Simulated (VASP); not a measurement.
All values below come from LDA (Ceperley-Alder, Perdew-Zunger), VASP's LDA PAW potentials (set 64) (plane waves; VASP 6.6.1).

Input for VASP

### INCAR
```
# general
SYSTEM  = Ni
PREC    = Accurate
ENCUT   = 400
LREAL   = .FALSE.
LASPH   = .TRUE.

# electronic loop
EDIFF   = 1E-6
NELM    = 100
ALGO    = Normal
LMAXMIX = 4

# smearing
ISMEAR  = 1
SIGMA   = 0.1

# spin
ISPIN   = 2
MAGMOM  = 0.8

# ions
IBRION  = 2
NSW     = 60
ISIF    = 3
EDIFFG  = -0.01

# output
LWAVE   = .FALSE.
LCHARG  = .FALSE.
LORBIT  = 10
```

File KPOINTS:
```
Regular mesh
0
Gamma
  16 16 16
0 0 0
```

File POSCAR:
```
Ni
1
    0.0000000000     1.7600000000     1.7600000000
    1.7600000000     0.0000000000     1.7600000000
    1.7600000000     1.7600000000     0.0000000000
Ni
1
Direct
  0.0000000000   0.0000000000   0.0000000000
```

POTCAR, in this order: Ni (LDA.64 set). Program: vasp_std.

Question: What will the output report for the number of irreducible k-points (NKPTS), number of bands (NBANDS), largest plane-wave count, number of space-group operations, FFT grid (NGX, NGY, NGZ)?

Answer: 
```yaml
number of irreducible k-points (NKPTS): 145
number of bands (NBANDS): 9
largest_plane_wave_count: 210
number_of_space_group_operations: 48
FFT grid (NGX, NGY, NGZ): 16 × 16 × 16
```

The compound is Ni in the fcc structure. This run relaxes it. Symmetry was kept, so distortions that lower it aren't found.
